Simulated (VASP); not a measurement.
VASP runs on Gd (space group P6_3/mmc) share one base input (PBEsol GGA, plane waves, VASP's PBE PAW potentials (set 64)) and change the settings named in each case.

**INCAR**
```
! general
SYSTEM =Gd
PREC   =Accurate
ENCUT  =300
LREAL  =F
LASPH  =T

! electronic loop
EDIFF  =1E-6
NELM   =100
ALGO   =Normal
LMAXMIX=6

! smearing
ISMEAR =1
SIGMA  =0.272

! functional
GGA    =PS

! spin
ISPIN  =2

! ions
ISIF   =2

! output
LWAVE  =F
LCHARG =F
LORBIT =11
```

**POSCAR**
```
Gd
1.0
  3.7042070000   0.0000000000   0.0000000000
 -1.8521040000   3.2079370000   0.0000000000
  0.0000000000   0.0000000000   6.0026390000
Gd
2
direct
  0.3333330000   0.6666670000   0.2500000000
  0.6666670000   0.3333330000   0.7500000000
```

KPOINTS:
```
Automatic mesh
0
Gamma
14 14 7
0 0 0
```

POTCAR, in this order: Gd (PBE.64 set). Program: vasp_std. The INCAR's line for the spin-polarised start is left out here.

```
change                                                                                                                                                           E(σ→0) (eV/atom)  pressure (GPa)  moment (μB)  −TS (eV)
---------------------------------------------------------------------------------------------------------------------------------------------------------------  ----------------  --------------  -----------  --------
base run                                                                                                                                                                 -11.9010           -5.15        15.22    0.1216
EDIFF = 1E-09, ENCUT = 420, KPOINTS 19×19×10 Γ-centred mesh                                                                                                              -11.9631               ?            ?         ?
ENCUT = 210, ISMEAR = -1, ISPIN removed, the spin start removed, SIGMA = 0.5, KPOINTS 8×8×8 Γ-centred mesh shifted by (0.5, 0.5, 0.5), POTCAR Gd_3 (PBE.64 set)           -4.9865           -2.75            -   -2.3182
ENCUT = 150, ISMEAR = 0, KPOINTS 8×8×8 Γ-centred mesh                                                                                                                     -9.4942         -130.68        14.24   -0.3133
EDIFF = 1E-04, ENCUT = 210, KPOINTS 4×4×4 Γ-centred mesh                                                                                                                 -11.5028          -28.89        15.31    0.1174
ENCUT = 180, ISPIN removed, the spin start removed, SIGMA = 0.136, KPOINTS 3×3×3 Γ-centred mesh, POTCAR Gd_3 (PBE.64 set)                                                 -4.9382           -6.06            -   -0.0080
EDIFF = 1E-04, ENCUT = 240, ISMEAR = 0, ISPIN removed, the spin start removed, KPOINTS 6×6×6 Γ-centred mesh, POTCAR Gd_3 (PBE.64 set)                                     -4.9466           -4.74            -   -0.1353
```

Complete the blanks.

- EDIFF = 1E-09, ENCUT = 420, KPOINTS 19×19×10 Γ-centred mesh, pressure (GPa): -4.95
- EDIFF = 1E-09, ENCUT = 420, KPOINTS 19×19×10 Γ-centred mesh, moment (μB): 15.28
- EDIFF = 1E-09, ENCUT = 420, KPOINTS 19×19×10 Γ-centred mesh, −TS (eV): 0.1271

Energies of different potentials or functionals have different zeros.  The run has a spin-polarised start. At 300 eV the pressure can carry a Pulay error.

Left out are runs that ran out of time, are held back, or changed the cell or the kind of run, fixed moments of cells without a moment, rows past the twelfth, gaps on odd meshes, pressures of charged cells and columns that move by less than the noise.

The structure comes from a computed database's Gd entry; how it stands against other phases isn't given here. The cell was not relaxed at this level, its lattice was scaled by up to 2.5 %.
